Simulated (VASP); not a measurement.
Input for VASP

**INCAR**
```
SYSTEM=SiC
PREC=Accurate; ENCUT=520; LREAL=.FALSE.
LASPH=.TRUE.
EDIFF=1E-7; NELM=100; ALGO=Normal
ISMEAR=-5
GGA=MK; LUSE_VDW=.TRUE.; AGGAC=0.0
PARAM1=0.1234; PARAM2=1.0
ISIF=2
LWAVE=.FALSE.; LCHARG=.TRUE.; LORBIT=11
NEDOS=601
LEFG=.TRUE.
```

KPOINTS:
```
Automatic mesh
0
Gamma
9 9 5
0 0 0
```

### POSCAR
```
SiC
1.0
  1.5437123212  -2.6737879271   0.0000000000
  1.5437123212   2.6737879271   0.0000000000
  0.0000000000   0.0000000000   5.0694206111
Si C
2 2
Cart
  1.5437123212  -0.8912644249   2.5330171328
  1.5437123212   0.8912644249   5.0677274383
  1.5437123212  -0.8912644249   4.4374362075
  1.5437123212   0.8912644249   1.9027259020
```

POTCAR, in this order: Si C (PBE.64 set). Program: vasp_std.

Q: Translate this optB86b-vdW calculation to Quantum ESPRESSO's pw.x.

A: One equivalent input (not run):
```
&CONTROL
  calculation = 'scf'
  pseudo_dir = './pseudo'
  outdir = './out'
  tprnfor = .true.
  tstress = .true.
/
&SYSTEM
  ibrav = 0
  nat = 4
  ntyp = 2
  ecutwfc = 82
  occupations = 'tetrahedra'
  input_dft = 'vdw-df-ob86'
/
&ELECTRONS
  conv_thr = 7.3e-09
  electron_maxstep = 100
/
ATOMIC_SPECIES
  Si 28.085 Si.upf
  C 12.011 C.upf
CELL_PARAMETERS angstrom
     1.5437123   -2.6737879   -0.0000000
     1.5437123    2.6737879    0.0000000
     0.0000000   -0.0000000    5.0694206
ATOMIC_POSITIONS crystal
  Si   0.6666670  0.3333330  0.4996660
  Si   0.3333330  0.6666670  0.9996660
  C    0.6666670  0.3333330  0.8753340
  C    0.3333330  0.6666670  0.3753340
K_POINTS automatic
  9 9 5 0 0 0
```
The two are equivalent in intent, not identical: the potentials are each code's own (VASP's PAW set, PseudoDojo norm-conserving files in pw.x), so ENCUT and ecutwfc are chosen apart and not converted; conv_thr bounds pw.x's estimated SCF error, while EDIFF bounds the energy change between steps; the field gradients of LEFG aren't asked of the other code.

The compound is SiC in the wurtzite structure, the rare 2H polytype. It was relaxed first.
